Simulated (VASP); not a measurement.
Computed with PBE GGA, VASP's PBE PAW potentials (set 64) (plane waves; VASP).

Input for VASP

File POSCAR:
```
CdSe
1
    2.0165685933    -3.4927985726     0.0000000000
    2.0165685933     3.4927985726     0.0000000000
    0.0000000000     0.0000000000     6.6187356890
Cd Se
2 2
Direct
  0.6666670000   0.3333330000   0.5011501890
  0.3333330000   0.6666670000   0.0011501890
  0.6666670000   0.3333330000   0.8748498110
  0.3333330000   0.6666670000   0.3748498110
```

**KPOINTS**
```
Automatic mesh
0
Gamma
6 6 4
0 0 0
```

### INCAR
```
SIGMA  =  0.05   # width (eV)
IBRION  =  2   # conjugate gradients
NELM  =  100
LWAVE  =  .FALSE.
PREC  =  Accurate
LMAXMIX  =  4
ISIF  =  3   # ions, shape and volume
ALGO  =  Normal   # blocked Davidson
ISMEAR  =  0   # Gaussian
PSTRESS  =  300
NSW  =  40
LREAL  =  .FALSE.   # projection in real space or not
EDIFF  =  1E-6
LCHARG  =  .FALSE.
EDIFFG  =  -0.02   # ionic stop
ENCUT  =  500   # plane-wave cut-off (eV)
SYSTEM  =  CdSe
LASPH  =  .TRUE.
GGA  =  PE   # PBE
```

POTCAR, in this order: Cd Se (PBE.64 set). Program: vasp_std.

Q: What will the output report for the number of irreducible k-points (NKPTS), largest plane-wave count, number of space-group operations, FFT grid (NGX, NGY, NGZ)?

A: 
```json
{
  "number of irreducible k-points (NKPTS)": "21",
  "largest_plane_wave_count": "2394",
  "number_of_space_group_operations": "12",
  "FFT grid (NGX, NGY, NGZ)": "30 × 30 × 48"
}
```

The compound is CdSe in the wurtzite structure. This run relaxes it under an external pressure of 30 GPa. Symmetry was kept, so distortions that lower it aren't found.
